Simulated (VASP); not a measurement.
```yaml
crystal:
  lattice:
    - [0.00000, 1.95628, 1.95628]
    - [1.95628, 0.00000, 1.95628]
    - [1.95628, 1.95628, 0.00000]
  atoms:
    - { symbol: Li, position: [0.00000, 0.00000, 0.00000] }
    - { symbol: H, position: [0.50000, 0.50000, 0.50000] }
```

All values below come from r2SCAN meta-GGA, VASP's PBE PAW potentials (set 64) (plane waves; VASP 6.6.1). Settings: 520 eV cut-off, 11×11×11 Γ-centred mesh, Gaussian smearing of 0.050 eV, potentials Li_sv H.

Predict the energy per atom (σ→0), pressure.

The energy per atom (σ→0) is -3.404 eV/atom and the pressure is 2.58 GPa.

Total energies compare only between runs with the same potentials, cut-off and functional.

The compound is LiH in the rock salt structure. This cell is one point of a volume scan, at 0.94 of the reference volume.
